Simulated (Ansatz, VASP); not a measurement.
AlGa3P4 in VASP and in Ansatz

```
Al Ga P
1.0
     5.49826    0.00000    0.00000
     0.00000    5.49826    0.00000
     0.00000    0.00000    5.49826
Al Ga P
1 3 4
Direct
  0.50000 0.50000 0.50000
  0.00000 0.00000 0.50000
  0.00000 0.50000 0.00000
  0.50000 0.00000 0.00000
  0.74953 0.74953 0.74953
  0.74953 0.25047 0.25047
  0.25047 0.74953 0.25047
  0.25047 0.25047 0.74953
```

Alike in both runs: functional PBE; k mesh 4 × 4 × 4; occupations gaussian, width 0.1 eV; no spin polarisation.

Ansatz relaxed the structure, and its values are those at the end. VASP's run is a single point on that final structure, the one shown.

```csv
,VASP,Ansatz
version,VASP 6.6.1,Ansatz 0.2.0
potentials or method,"VASP PAW PBE potentials, release 64 (Al, Ga_d, P)","scalar-relativistic, plane waves, PAW"
plane-wave cutoff (eV),520,420
valence electrons in the cell,62,62
```

|  | VASP | Ansatz | Ansatz less VASP |
| --- | --- | --- | --- |
| gap on the k mesh at the Fermi level (eV) | 1.65 | 1.65 | +0.002 |
| least direct gap on the mesh (eV) | 1.71 | 1.72 | +0.001 |
| pressure (GPa) | 0.3 | 0.4 | +0.04 |
| rms of the force components (eV/Å) | 0.003 | 0.001 | -0.0021 |

A k mesh can miss the band edges. PBE gaps usually lie below the measured ones, often by a third to a half.
